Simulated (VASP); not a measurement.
```
CELL_PARAMETERS angstrom
      0.00000     2.53621     2.53621
      2.53621     0.00000     2.53621
      2.53621     2.53621     0.00000
ATOMIC_POSITIONS crystal
  Hf 0.00000 0.00000 0.00000
  O  0.25000 0.25000 0.25000
  O  0.75000 0.75000 0.75000
```

The numbers are results of PBE GGA, VASP's PBE PAW potentials (set 64) (plane waves; VASP), not measurements. Settings: 600 eV cut-off, 8×8×8 Γ-centred mesh, Gaussian smearing of 0.050 eV, potentials Hf_pv O.

Unless said otherwise, spin-orbit coupling is left out, though it shifts the bands of the heavy elements here.

Problem. What does the run give for the energy per atom (σ→0), band gap (on the k-mesh) with the smallest direct gap where there is one?

Solution. 
```yaml
band gap (on the k-mesh): 3.80 eV
smallest direct gap (on the k-mesh): 3.80 eV
energy per atom (σ→0): -10.085 eV/atom
```

Total energies compare only between runs with the same potentials, cut-off and functional.

The compound is HfO2 in the fluorite structure, the high-temperature cubic form, which is unstable at 0 K; the monoclinic form is the stable one. It was relaxed first.
